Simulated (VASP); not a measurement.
Energy against volume of In (bct). Level of theory: PW91 GGA, VASP's PBE PAW potentials (set 64) (plane waves; VASP). Settings: 520 eV cut-off, 16×16×16 Γ-centred mesh, first-order Methfessel-Paxton smearing of 0.10 eV, potentials In_d.

Shape and ions are relaxed at each volume.

```
V (Å³/atom)  E (eV/atom)
-----------  -----------
25.789          -2.57459
26.612          -2.58451
27.435          -2.58774
28.258          -2.58545
```

Q: Fit these four points and predict the energy of the run at 29.081 Å³/atom.

A: A cubic in V^(−2/3), the third-order Birch-Murnaghan form, passes through the four points with V0 = 27.48 Å³/atom and B0 = 35 GPa, and gives -2.5786 eV/atom there. The run gave -2.5786 eV/atom, +0.0 meV/atom from the fit; all five points give B0 = 36 GPa.

The compound is In in the bct structure. It was relaxed first, which changed the volume by +5 %.
